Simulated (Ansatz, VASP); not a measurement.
BaAlAgC6N6 in VASP and in Ansatz

The input INCAR:

```
PREC     = Accurate       # precision mode
ENCUT    = 520            # plane-wave cutoff, eV
EDIFF    = 1E-6           # SCF threshold, eV
ISMEAR   = 0              # smearing method
SIGMA    = 0.1            # smearing width, eV
LREAL    = Auto         
LASPH    = T              # aspherical terms in the spheres
NELM     = 80             # most SCF steps
ALGO     = Normal         # electronic algorithm
ISIF     = 2              # what is computed and relaxed
LWAVE    = F              # write WAVECAR
LCHARG   = F              # write CHGCAR
GGA      = PE             # functional
NBANDS   = 52             # bands
```

KPOINTS

```
regular mesh
0
Gamma
  4 4 4
```

File POSCAR:

```
BaAlAgC6N6
1.0
    0.0000000000      5.1545000000      5.1545000000
    5.1545000000      0.0000000000      5.1545000000
    5.1545000000      5.1545000000      0.0000000000
Ba Al Ag C N
1 1 1 6 6
Direct
    0.7500000000      0.7500000000      0.7500000000
    0.5000000000      0.5000000000      0.5000000000
    0.0000000000      0.0000000000      0.0000000000
    0.8038607000      0.1961393000      0.1961393000
    0.1961393000      0.1961393000      0.8038607000
    0.8038607000      0.1961393000      0.8038607000
    0.1961393000      0.8038607000      0.8038607000
    0.8038607000      0.8038607000      0.1961393000
    0.1961393000      0.8038607000      0.1961393000
    0.6903676400      0.3096323600      0.3096323600
    0.3096323600      0.3096323600      0.6903676400
    0.6903676400      0.3096323600      0.6903676400
    0.3096323600      0.6903676400      0.6903676400
    0.6903676400      0.6903676400      0.3096323600
    0.3096323600      0.6903676400      0.3096323600
```

Input for Ansatz:

```yaml
crystal:
  lattice:
    - [0.0, 5.1545, 5.1545]
    - [5.1545, 0.0, 5.1545]
    - [5.1545, 5.1545, 0.0]
  atoms:
    - { symbol: Ba, position: [0.75, 0.75, 0.75] }
    - { symbol: Al, position: [0.5, 0.5, 0.5] }
    - { symbol: Ag, position: [0.0, 0.0, 0.0] }
    - { symbol: C, position: [0.8038607, 0.1961393, 0.1961393] }
    - { symbol: C, position: [0.1961393, 0.1961393, 0.8038607] }
    - { symbol: C, position: [0.8038607, 0.1961393, 0.8038607] }
    - { symbol: C, position: [0.1961393, 0.8038607, 0.8038607] }
    - { symbol: C, position: [0.8038607, 0.8038607, 0.1961393] }
    - { symbol: C, position: [0.1961393, 0.8038607, 0.1961393] }
    - { symbol: "N", position: [0.69036764, 0.30963236, 0.30963236] }
    - { symbol: "N", position: [0.30963236, 0.30963236, 0.69036764] }
    - { symbol: "N", position: [0.69036764, 0.30963236, 0.69036764] }
    - { symbol: "N", position: [0.30963236, 0.69036764, 0.69036764] }
    - { symbol: "N", position: [0.69036764, 0.69036764, 0.30963236] }
    - { symbol: "N", position: [0.30963236, 0.69036764, 0.30963236] }
basis:
  ecutwfc: 420
kpoints:
  mp_grid: { grid: [4, 4, 4] }
hamiltonian:
  xc: pbe
scf:
  occupations: { method: gaussian, width: 0.1 }
  lower_state_search: "off"
output:
  forces: true
  stress: true
  eigenvalues: true
```

Alike in both runs: task single point; functional PBE; k mesh 4 × 4 × 4; occupations gaussian, width 0.1 eV; no spin polarisation.

```csv
,VASP,Ansatz
version,VASP 6.6.1,Ansatz 0.2.0
potentials or method,"VASP PAW PBE potentials, release 64 (Ba_sv, Al, Ag, C, N)","scalar-relativistic, plane waves, PAW"
plane-wave cutoff (eV),520,420
valence electrons in the cell,78,86
```

|  | VASP | Ansatz | Ansatz less VASP |
| --- | --- | --- | --- |
| gap on the k mesh at the Fermi level (eV) | 0.21 | 0.22 | +0.005 |
| least direct gap on the mesh (eV) | 0.48 | 0.48 | -0.006 |
| pressure (GPa) | 12.3 | 12.0 | -0.34 |
| rms of the force components (eV/Å) | 1.362 | 1.469 | +0.1068 |

Atom by atom the forces differ by 0.203 eV/Å (rms over components). The functional is the same, so the differences come from potentials, cutoffs and numerics. The two sets of potentials don't hold the same shells in valence.

Caveats: the standard files for N, O and F lose accuracy on very short bonds; spin-orbit coupling is left out, which moves the levels of the heavy elements; forces of over 1 eV/Å show positions far from the minimum, so gaps and moduli don't describe the material at rest.
